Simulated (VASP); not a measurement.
# Rhodium: the relaxed cell at several levels, part 2 of 3

Aim: relax Rhodium at several levels and hold each cell against experiment. LASPH is on for some levels and off for others; the table marks which. The start is a cell from a database of measured crystal structures.

VASP 6.6.1, plane waves and PAW; the level of theory is named at each step.

Still holding for the runs below: This run has no spin polarisation. Its electron count is odd, so without a moment it is a metal by construction. The k-mesh is coarse for a metal.

So far, final volume (Å³): step 2 (relaxation, level LDA) 13.3; step 3 (relaxation, level PBEsol) 13.5.

The database entry behind the starting cell differs from later determinations by our own check (an axis about 0.2 % short against later determinations), so it need not match the best structure at ambient conditions.

### 4. Relaxation with PBE

This step: PBE; plane waves and PAW (Rh_pv) (VASP 6.6.1).

PBE, the usual starting point, adds the gradient of the density.

INCAR

```
SYSTEM = Rh
PREC = Accurate
ENCUT = 520
EDIFF = 1E-06
NELM = 100
ISMEAR = -1
SIGMA = 0.05
LREAL = .FALSE.
ALGO = Normal
GGA = PE
NBANDS = 13
LORBIT = 11
LWAVE = .FALSE.
LCHARG = .FALSE.
KPAR = 2
IBRION = 2
NSW = 60
ISIF = 3
EDIFFG = -0.01
```

POSCAR

```
Rh
1.0
    0.0000000000      1.8978500000      1.8978500000
    1.8978500000      0.0000000000      1.8978500000
    1.8978500000      1.8978500000      0.0000000000
Rh
1
Direct
    0.0000000000      0.0000000000      0.0000000000
```

KPOINTS

```
Automatic mesh
0
Gamma
9 9 9
0 0 0
```

The projector-augmented-wave data sets are Rh_pv (PBE family, release 64).

Launch:

```console
$ mpirun -np 2 vasp_std
```

Log:

```text
[banner, memory and clock lines left out]
running    2 mpi-ranks, on    1 nodes
[...]
LDA part: xc-table for (Slater+PW92), standard interpolation
 POSCAR, INCAR and KPOINTS ok, starting setup
[...]
entering main loop
       N       E                     dE             d eps       ncg     rms          rms(c)
DAV:   1     0.117380962374E+03    0.11738E+03   -0.89112E+03   920   0.123E+03
DAV:   2    -0.629392824958E+01   -0.12367E+03   -0.11820E+03   975   0.353E+02
DAV:   3    -0.775400604212E+01   -0.14601E+01   -0.14575E+01  1100   0.431E+01
DAV:   4    -0.776025945062E+01   -0.62534E-02   -0.62531E-02  1025   0.291E+00
[...]
DAV:  10    -0.724643520793E+01   -0.19765E-05   -0.10247E-05  1085   0.415E-02    0.108E-02
DAV:  11    -0.724643283277E+01    0.23752E-05   -0.32860E-07   755   0.661E-03    0.381E-04
DAV:  12    -0.724643289754E+01   -0.64766E-07   -0.17692E-08   615   0.168E-03
   1 F= -.72464329E+01 E0= -.72416680E+01  d E =-.724643E+01
[...]
DAV:   8    -0.721136455575E+01    0.11141E-05   -0.77243E-08   570   0.400E-03    0.687E-04
DAV:   9    -0.721136474587E+01   -0.19013E-06   -0.14108E-08   540   0.162E-03
   2 F= -.72113647E+01 E0= -.72056103E+01  d E =0.350682E-01
 trial-energy change:    0.035068  1 .order    0.030943   -0.060695    0.122580
 step:   0.3027(harm=  0.3312)  dis= 0.00000  next Energy=    -7.255504 (dE=-0.907E-02)
[...]
N       E                     dE             d eps       ncg     rms          rms(c)
DAV:   1    -0.855650380839E+01   -0.13451E+01   -0.16011E+01   960   0.587E+01    0.898E+00
DAV:   2    -0.726038195342E+01    0.12961E+01   -0.24468E+00   955   0.227E+01    0.142E+00
DAV:   3    -0.725242632719E+01    0.79556E-02   -0.77112E-02  1095   0.249E+00    0.932E-01
DAV:   4    -0.725504873477E+01   -0.26224E-02   -0.85872E-03   975   0.113E+00    0.130E-01
DAV:   5    -0.725527330638E+01   -0.22457E-03   -0.26871E-04  1110   0.215E-01    0.367E-02
DAV:   6    -0.725521305100E+01    0.60255E-04   -0.19236E-05   970   0.588E-02    0.375E-03
DAV:   7    -0.725521292400E+01    0.12700E-06   -0.35885E-07   730   0.785E-03
   3 F= -.72552129E+01 E0= -.72501777E+01  d E =-.878003E-02
[...]
reached required accuracy - stopping structural energy minimisation
```

It took 8 s on 2 MPI ranks of AMD EPYC 7R43, shared host; peak memory 0.2 GiB.

OUTCAR, selected parts (step 4):

```text
  Total       -0.0079162     -0.0079162     -0.0079162      0.0000000      0.0000000      0.0000000
  in kB       -0.9018866     -0.9018866     -0.9018866      0.0000000      0.0000000      0.0000000
  external PRESSURE =      -0.9018866 kB  Pullay stress =       0.0000000 kB

 POSITION                                       TOTAL-FORCE (eV/Angst)
 -----------------------------------------------------------------------------------
      0.00000      0.00000      0.00000        -0.000000      0.000000     -0.000000
 -----------------------------------------------------------------------------------
    total drift:                               -0.000000     -0.000000     -0.000000

  FREE ENERGIE OF THE ION-ELECTRON SYSTEM (eV)
  ---------------------------------------------------
  free  energy   TOTEN  =        -7.2552129240 eV

  energy  without entropy=       -7.2451423797  energy(sigma->0) =       -7.25017765

[... 2 parts as in an earlier step ...]

[... 2 further parts left out ...]
[key lines of the parts left out:]
E-fermi :  11.4249
```

The steps of the relaxation:

| step | energy less that of the first step (eV) | largest force (eV/Å) | pressure (GPa) | volume (Å³) |
| --- | --- | --- | --- | --- |
| 1 | 0.0000 | 0.0000 | 7.59 | 13.67 |
| 2 | 0.0351 | 0.0000 | -13.98 | 14.99 |
| 3 | -0.0088 | 0.0000 | -0.09 | 14.06 |

| conventional cell, symmetrised | before | after | change |
| --- | --- | --- | --- |
| a (Å) | 3.796 | 3.832 | +0.9 % |
| b (Å) | 3.796 | 3.832 | +0.9 % |
| c (Å) | 3.796 | 3.832 | +0.9 % |
| volume (Å³/atom) | 13.67 | 14.06 | +2.9 % |

Final coordinates:

```
Rh
1.0
     0.00000    1.91580    1.91580
     1.91580    0.00000    1.91580
     1.91580    1.91580    0.00000
Rh
1
Direct
  0.00000 0.00000 0.00000
```

It ends at 14.06 Å³/atom, +2.9 % from the start, with -0.09 GPa left. The conventional cell has a = 3.832 Å.

### 5. Relaxation with r2SCAN

This step: r2SCAN; plane waves and PAW (Rh_pv) (VASP 6.6.1).

r2SCAN adds the kinetic-energy density, costs more than a GGA and is run with LASPH.

Changes to INCAR since step 4:

```diff
@@ -9,3 +9,4 @@
 ALGO = Normal
-GGA = PE
+METAGGA = R2SCAN
+LASPH = .TRUE.
 NBANDS = 13
```

POSCAR is that of step 4.

KPOINTS is that of step 4.

Launch:

```console
$ mpirun -np 2 vasp_std
```

Log:

```text
[banner, memory and clock lines left out]
running    2 mpi-ranks, on    1 nodes
[...]
[... a notice as in an earlier step ...]

 LDA part: xc-table for (None), standard interpolation
 POSCAR, INCAR and KPOINTS ok, starting setup
[...]
entering main loop
       N       E                     dE             d eps       ncg     rms          rms(c)
DAV:   1     0.100940042180E+03    0.10094E+03   -0.90505E+03   920   0.125E+03
DAV:   2    -0.275539342235E+02   -0.12849E+03   -0.12284E+03   995   0.362E+02
DAV:   3    -0.291191212925E+02   -0.15652E+01   -0.15617E+01  1065   0.454E+01
DAV:   4    -0.291249744166E+02   -0.58531E-02   -0.58529E-02  1045   0.288E+00
[...]
DAV:  10    -0.241300977176E+02   -0.49313E-04   -0.15591E-04   960   0.158E-01    0.420E-02
DAV:  11    -0.241300830202E+02    0.14697E-04   -0.17573E-05   930   0.593E-02    0.135E-03
DAV:  12    -0.241300828103E+02    0.20993E-06   -0.28571E-07   525   0.658E-03
   1 F= -.24130083E+02 E0= -.24124832E+02  d E =-.241301E+02
[...]
DAV:   7    -0.241259016121E+02   -0.23402E-05   -0.13386E-06   804   0.164E-02    0.193E-03
DAV:   8    -0.241259015072E+02    0.10492E-06   -0.72706E-08   455   0.355E-03
   2 F= -.24125902E+02 E0= -.24120388E+02  d E =0.418130E-02
 trial-energy change:    0.004181  1 .order    0.004008   -0.005681    0.013698
 step:   0.2823(harm=  0.2931)  dis= 0.00000  next Energy=   -24.130881 (dE=-0.798E-03)
[...]
N       E                     dE             d eps       ncg     rms          rms(c)
DAV:   1    -0.242627984138E+02   -0.13690E+00   -0.16736E+00   910   0.196E+01    0.264E+00
DAV:   2    -0.241299402963E+02    0.13286E+00   -0.25307E-01   915   0.738E+00    0.399E-01
DAV:   3    -0.241303079700E+02   -0.36767E-03   -0.31236E-03   960   0.632E-01    0.246E-01
DAV:   4    -0.241308832399E+02   -0.57527E-03   -0.40044E-04   950   0.246E-01    0.594E-02
DAV:   5    -0.241308820391E+02    0.12008E-05   -0.12934E-04   975   0.152E-01    0.187E-02
DAV:   6    -0.241308710828E+02    0.10956E-04   -0.44417E-06   945   0.241E-02    0.171E-03
DAV:   7    -0.241308710954E+02   -0.12593E-07   -0.42197E-08   455   0.260E-03
   3 F= -.24130871E+02 E0= -.24125549E+02  d E =-.788285E-03
[...]
reached required accuracy - stopping structural energy minimisation
```

It took 40 s on 2 MPI ranks; peak memory 0.2 GiB; 77 s of CPU time.

Parts of OUTCAR (step 5):

```text
  Total        0.0035353      0.0035353      0.0035353      0.0000000      0.0000000      0.0000000
  in kB        0.4109737      0.4109737      0.4109737      0.0000000      0.0000000      0.0000000
  external PRESSURE =       0.4109737 kB  Pullay stress =       0.0000000 kB

 POSITION                                       TOTAL-FORCE (eV/Angst)
 -----------------------------------------------------------------------------------
      0.00000      0.00000      0.00000         0.000000      0.000000     -0.000000
 -----------------------------------------------------------------------------------
    total drift:                               -0.000000     -0.000000     -0.000000

  FREE ENERGIE OF THE ION-ELECTRON SYSTEM (eV)
  ---------------------------------------------------
  free  energy   TOTEN  =       -24.1308710954 eV

  energy  without entropy=      -24.1202260168  energy(sigma->0) =      -24.12554856

[... 2 parts as in an earlier step ...]

[... 2 further parts left out ...]
[key lines of the parts left out:]
E-fermi :  11.6174
```

The steps of the relaxation:

| step | energy less that of the first step (eV) | largest force (eV/Å) | pressure (GPa) | volume (Å³) |
| --- | --- | --- | --- | --- |
| 1 | 0.0000 | 0.0000 | 2.32 | 13.67 |
| 2 | 0.0042 | 0.0000 | -5.44 | 14.07 |
| 3 | -0.0008 | 0.0000 | 0.04 | 13.78 |

| conventional cell, symmetrised | before | after | change |
| --- | --- | --- | --- |
| a (Å) | 3.796 | 3.806 | +0.3 % |
| b (Å) | 3.796 | 3.806 | +0.3 % |
| c (Å) | 3.796 | 3.806 | +0.3 % |
| volume (Å³/atom) | 13.67 | 13.78 | +0.8 % |

Final coordinates:

```xyz
1
Lattice="0.0000 1.9030 1.9030 1.9030 0.0000 1.9030 1.9030 1.9030 0.0000" Properties=species:S:1:pos:R:3 pbc="T T T"
Rh    0.0000    0.0000    0.0000
```

It ends at 13.78 Å³/atom, +0.8 % from the start, with 0.04 GPa left. The conventional cell has a = 3.806 Å.

### 6. Relaxation with PBE + D3(BJ)

This step: PBE with D3(BJ); plane waves and PAW (Rh_pv) (VASP 6.6.1).

A dispersion term adds the long-range attraction that semilocal functionals lack. D3 with Becke-Johnson damping keeps a finite attraction at short range.

Changes to INCAR since step 5:

```diff
@@ -9,4 +9,4 @@
 ALGO = Normal
-METAGGA = R2SCAN
-LASPH = .TRUE.
+GGA = PE
+IVDW = 12
 NBANDS = 13
```

POSCAR is that of step 5.

KPOINTS is that of step 5.

Launch:

```console
$ mpirun -np 2 vasp_std
```

Log:

```text
[... set-up lines as in an earlier step ...]
 entering main loop
       N       E                     dE             d eps       ncg     rms          rms(c)
[... 12 cycles as in an earlier step ...]
   1 F= -.78975589E+01 E0= -.78927941E+01  d E =-.789756E+01
[...]
N       E                     dE             d eps       ncg     rms          rms(c)
DAV:   1    -0.724927109567E+01   -0.28383E-02   -0.77500E-02   930   0.418E+00    0.552E-01
DAV:   2    -0.724334788024E+01    0.59232E-02   -0.11736E-02   935   0.154E+00    0.944E-02
DAV:   3    -0.724330572734E+01    0.42153E-04   -0.16424E-04   995   0.161E-01    0.536E-02
DAV:   4    -0.724333402240E+01   -0.28295E-04   -0.43943E-05   970   0.841E-02    0.459E-03
DAV:   5    -0.724333305960E+01    0.96281E-06   -0.93026E-07   798   0.140E-02
   2 F= -.78974632E+01 E0= -.78927368E+01  d E =0.956923E-04
 trial-energy change:    0.000096  1 .order    0.000097   -0.000135    0.000329
 step:   0.2906(harm=  0.2906)  dis= 0.00000  next Energy=    -7.897579 (dE=-0.196E-04)
[...]
N       E                     dE             d eps       ncg     rms          rms(c)
DAV:   1    -0.724858956608E+01   -0.52555E-02   -0.39114E-02   930   0.298E+00    0.387E-01
DAV:   2    -0.724560623928E+01    0.29833E-02   -0.60250E-03   935   0.109E+00    0.697E-02
DAV:   3    -0.724558064612E+01    0.25593E-04   -0.76766E-05  1010   0.109E-01    0.394E-02
DAV:   4    -0.724558125388E+01   -0.60776E-06   -0.21113E-05   955   0.579E-02    0.292E-03
DAV:   5    -0.724558156248E+01   -0.30860E-06   -0.37760E-07   665   0.880E-03
   3 F= -.78975786E+01 E0= -.78928263E+01  d E =-.197238E-04
[...]
reached required accuracy - stopping structural energy minimisation
```

Wall time 6.4 s (2 MPI ranks); peak memory 0.22 GiB; 12 s of CPU time.

Parts of OUTCAR (step 6):

```text
 Edisp (eV)   -0.65413

 Edisp (eV)   -0.65200

  Total       0.00123     0.00123     0.00123     0.00000     0.00000     0.00000
  in kB       0.14399     0.14399     0.14399     0.00000     0.00000     0.00000
  external pressure =        0.14 kB  Pullay stress =        0.00 kB

  FREE ENERGIE OF THE ION-ELECTRON SYSTEM (eV)
  ---------------------------------------------------
  free  energy   TOTEN  =        -7.8975786434 eV

  energy  without entropy=       -7.8880739560  energy(sigma->0) =       -7.89282630

[... 3 parts as in an earlier step ...]

[... 2 further parts left out ...]
[key lines of the parts left out:]
E-fermi :  11.9596
```

Dispersion corrections of this kind ignore metallic screening and tend to overbind metals.

It ends at 13.65 Å³/atom, -0.1 % from the start, with 0.01 GPa left. The conventional cell has a = 3.794 Å. Against plain PBE, the dispersion term moves a by -1.0 %.

### 7. Relaxation with r2SCAN + rVV10

This step: r2SCAN with rVV10; plane waves and PAW (Rh_pv) (VASP 6.6.1).

LUSE_VDW switches on a nonlocal correlation term for dispersion.

Changes to INCAR since step 6:

```diff
@@ -9,4 +9,8 @@
 ALGO = Normal
-GGA = PE
-IVDW = 12
+METAGGA = R2SCAN
+LUSE_VDW = .TRUE.
+IVDW_NL = 2
+BPARAM = 11.95
+CPARAM = 0.0093
+LASPH = .TRUE.
 NBANDS = 13
```

POSCAR is that of step 6.

KPOINTS is that of step 6.

Launch:

```console
$ mpirun -np 2 vasp_std
```

Log:

```text
[banner, memory and clock lines left out]
running    2 mpi-ranks, on    1 nodes
[...]
|                                                                             |
|               ----> ADVICE to this user running VASP <----                  |
|                                                                             |
|     You have switched on vdW-DFT.                                           |
|     This routine was written and supplied by Jiri Klimes. We recommend      |
|     that you carefully read and cite the following publications:            |
|       J. Klimes, D.R. Bowler, A. Michelides                                 |
|          J. Phys.: Cond Matt. 22 022201 (2010)                              |
|       J. Klimes, D.R. Bowler, A. Michelides                                 |
|          Phys. Rev. B. 83, 195131 (2011)                                    |
|     and references therein.                                                 |
|                                                                             |

[...]
DAV:   1    -0.238350103661E+02   -0.55327E-03   -0.68339E-03   910   0.127E+00    0.161E-01
Total rVV10 correction in eV:      0.2953648    15.8182996
Total rVV10 correction in eV:      0.2953648    15.8182996
DAV:   2    -0.238344742154E+02    0.53615E-03   -0.10010E-03   915   0.460E-01    0.281E-02
Total rVV10 correction in eV:      0.2953517    15.8182996
Total rVV10 correction in eV:      0.2953517    15.8182996
DAV:   3    -0.238344736129E+02    0.60260E-06   -0.16330E-05   950   0.467E-02    0.169E-02
Total rVV10 correction in eV:      0.2952912    15.8182996
Total rVV10 correction in eV:      0.2952912    15.8182996
DAV:   4    -0.238344753374E+02   -0.17245E-05   -0.17637E-06   870   0.162E-02    0.344E-03
Total rVV10 correction in eV:      0.2952751    15.8182996
Total rVV10 correction in eV:      0.2952751    15.8182996
DAV:   5    -0.238344755329E+02   -0.19551E-06   -0.38898E-07   455   0.859E-03
Total rVV10 correction in eV:      0.2952676    15.8182996
Total rVV10 correction in eV:      0.2952676    15.8182996
Total rVV10 correction in eV:      0.2952688    15.8182996
Total rVV10 correction in eV:      0.2952688    15.8182996
   3 F= -.23834476E+02 E0= -.23829317E+02  d E =-.332524E-05
[...]
reached required accuracy - stopping structural energy minimisation
```

Wall time 50 s (2 MPI ranks); peak memory 0.29 GiB; 99 s of CPU time.

OUTCAR, selected parts (step 7):

```text
  Total        0.0003127      0.0003127      0.0003127     -0.0000000     -0.0000000      0.0000000
  in kB        0.0366687      0.0366687      0.0366687     -0.0000000     -0.0000000      0.0000000
  external PRESSURE =       0.0366687 kB  Pullay stress =       0.0000000 kB

  FREE ENERGIE OF THE ION-ELECTRON SYSTEM (eV)
  ---------------------------------------------------
  free  energy   TOTEN  =       -23.8344755329 eV

  energy  without entropy=      -23.8241587982  energy(sigma->0) =      -23.82931717

[... 3 parts as in an earlier step ...]

[... 2 further parts left out ...]
[key lines of the parts left out:]
E-fermi :  11.7639
```

It ends at 13.66 Å³/atom, under 0.05 % from the start, with 0.00 GPa left. The conventional cell has a = 3.795 Å. Against plain r2SCAN, the dispersion term moves a by -0.3 %.

### 8. Relaxation with PBE + D4

This step: PBE with D4; plane waves and PAW (Rh_pv) (VASP 6.6.1).

D4 lets the coefficients depend on atomic charges too.

Changes to INCAR since step 7:

```diff
@@ -9,8 +9,4 @@
 ALGO = Normal
-METAGGA = R2SCAN
-LUSE_VDW = .TRUE.
-IVDW_NL = 2
-BPARAM = 11.95
-CPARAM = 0.0093
-LASPH = .TRUE.
+GGA = PE
+IVDW = 13
 NBANDS = 13
```

POSCAR is that of step 7.

KPOINTS is that of step 7.

Launch:

```console
$ mpirun -np 2 vasp_std
```

Log:

```text
[... set-up lines as in an earlier step ...]
 entering main loop
       N       E                     dE             d eps       ncg     rms          rms(c)
[... 12 cycles as in an earlier step ...]
   1 F= -.80958550E+01 E0= -.80910902E+01  d E =-.809586E+01
[...]
N       E                     dE             d eps       ncg     rms          rms(c)
DAV:   1    -0.732821172993E+01   -0.81779E-01   -0.12381E+00   930   0.167E+01    0.233E+00
DAV:   2    -0.723099130670E+01    0.97220E-01   -0.19515E-01   925   0.633E+00    0.350E-01
DAV:   3    -0.723070971040E+01    0.28160E-03   -0.16788E-03  1030   0.495E-01    0.213E-01
DAV:   4    -0.723104686491E+01   -0.33715E-03   -0.57828E-04   940   0.292E-01    0.153E-02
DAV:   5    -0.723104511383E+01    0.17511E-05   -0.88630E-06  1140   0.371E-02    0.101E-02
DAV:   6    -0.723103778221E+01    0.73316E-05   -0.79244E-07   766   0.127E-02    0.108E-03
DAV:   7    -0.723103796672E+01   -0.18451E-06   -0.22500E-08   500   0.212E-03
   2 F= -.80942211E+01 E0= -.80896110E+01  d E =0.163394E-02
 trial-energy change:    0.001634  1 .order    0.001699   -0.002160    0.005559
 step:   0.2903(harm=  0.2799)  dis= 0.00000  next Energy=    -8.096170 (dE=-0.315E-03)
[...]
N       E                     dE             d eps       ncg     rms          rms(c)
DAV:   1    -0.729126640224E+01   -0.60229E-01   -0.63172E-01   930   0.120E+01    0.154E+00
DAV:   2    -0.724291817968E+01    0.48348E-01   -0.99425E-02   925   0.441E+00    0.300E-01
DAV:   3    -0.724265810844E+01    0.26007E-03   -0.10773E-03  1025   0.407E-01    0.168E-01
DAV:   4    -0.724277917084E+01   -0.12106E-03   -0.30500E-04   930   0.220E-01    0.112E-02
DAV:   5    -0.724278184035E+01   -0.26695E-05   -0.48556E-06  1135   0.278E-02    0.783E-03
DAV:   6    -0.724278312337E+01   -0.12830E-05   -0.46224E-07   707   0.941E-03    0.911E-04
DAV:   7    -0.724278296778E+01    0.15558E-06   -0.83676E-09   490   0.116E-03
   3 F= -.80961728E+01 E0= -.80914541E+01  d E =-.317821E-03
[...]
reached required accuracy - stopping structural energy minimisation
```

The job ended after 8.8 s (2 MPI ranks; peak memory 0.21 GiB; 16 s of CPU time).

OUTCAR, selected parts (step 8):

```text
  Edisp (eV):   -0.85339

  Total       0.00145     0.00145     0.00145     0.00000     0.00000    -0.00000
  in kB       0.17105     0.17105     0.17105     0.00000     0.00000    -0.00000
  external pressure =        0.17 kB  Pullay stress =        0.00 kB

  FREE ENERGIE OF THE ION-ELECTRON SYSTEM (eV)
  ---------------------------------------------------
  free  energy   TOTEN  =        -8.0961728497 eV

  energy  without entropy=       -8.0867353303  energy(sigma->0) =       -8.09145409

[... 3 parts as in an earlier step ...]

[... 2 further parts left out ...]
[key lines of the parts left out:]
E-fermi :  12.0305
```

It ends at 13.60 Å³/atom, -0.5 % from the start, with 0.02 GPa left. The conventional cell has a = 3.789 Å. Against plain PBE, the dispersion term moves a by -1.1 %.

(Part 2 of 3 ends here.)

[Lines on the potential files, build, host, timing and source positions are cut from VASP's logs without a mark.]

[Logs are printed without paths, hosts, clocks, repeated set-up lines and the standing remarks that a program may print on its own settings, such as how far it seeks lower states.]

[Hosts, paths, dates, database ids (printed as entryN), source tags and the programs' standing remarks are cut or masked in the printed files.]

[A measured line is paired with the nearest computed mode of its activity, which favours agreement.]

[In band tables of VASP the shares of atoms and orbitals are scaled to a sum of 1 inside the atoms' spheres.]
